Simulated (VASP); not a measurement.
Computed with TPSS meta-GGA, VASP's PBE PAW potentials (set 64) (plane waves; VASP).

VASP ran on this input.

INCAR:
```
! general
SYSTEM =Ca
PREC   =Accurate
ENCUT  =520
LREAL  =.False.
LASPH  =.True.

! electronic loop
EDIFF  =1E-6
NELM   =100
ALGO   =Normal
LMIXTAU=.True.

! smearing
ISMEAR =1
SIGMA  =0.1

! functional
METAGGA=TPSS

! ions
IBRION =2
NSW    =60
ISIF   =3
EDIFFG =-0.01

! output
LWAVE  =.False.
LCHARG =.False.
```

**KPOINTS**
```
Automatic mesh
0
Gamma
10 10 10
0 0 0
```

**POSCAR**
```
Ca
1.0
  0.0000000000   2.7900000000   2.7900000000
  2.7900000000   0.0000000000   2.7900000000
  2.7900000000   2.7900000000   0.0000000000
Ca
1
Cartesian
  0.0000000000   0.0000000000   0.0000000000
```

POTCAR, in this order: Ca_sv (PBE.64 set). Program: vasp_std.

Energy and stress use the plane-wave basis of the starting cell.

### Question
Estimate the energy per atom (σ→0), volume per atom, band gap (on the k-mesh).

### Answer

```
Property                                                     Value
------------------------  ----------------------------------------
energy per atom (σ→0)                               -8.579 eV/atom
band gap (on the k-mesh)  none (metal, semimetal or under 0.01 eV)
volume per atom                                     42.33 Å^3/atom
```

OSZICAR:
```
...
DAV:   4    -0.857912193205E+01   -0.19025E-03   -0.43352E-04  1148   0.234E-01    0.701E-02
DAV:   5    -0.857911073285E+01    0.11199E-04   -0.79719E-05   861   0.809E-02    0.242E-02
DAV:   6    -0.857924244836E+01   -0.13172E-03   -0.34169E-05  1163   0.678E-02    0.104E-02
DAV:   7    -0.857925069566E+01   -0.82473E-05   -0.18175E-05  1413   0.283E-02    0.132E-02
DAV:   8    -0.857925303026E+01   -0.23346E-05   -0.78110E-06  1260   0.154E-02    0.116E-03
DAV:   9    -0.857925413136E+01   -0.11011E-05   -0.27456E-07   527   0.735E-03    0.151E-03
DAV:  10    -0.857925380846E+01    0.32290E-06   -0.55819E-08   435   0.272E-03
   3 F= -.85792538E+01 E0= -.85793197E+01  d E =-.143996E-02
```

The compound is Ca in the fcc structure. This run relaxes it. Symmetry was kept, so distortions that lower it aren't found.
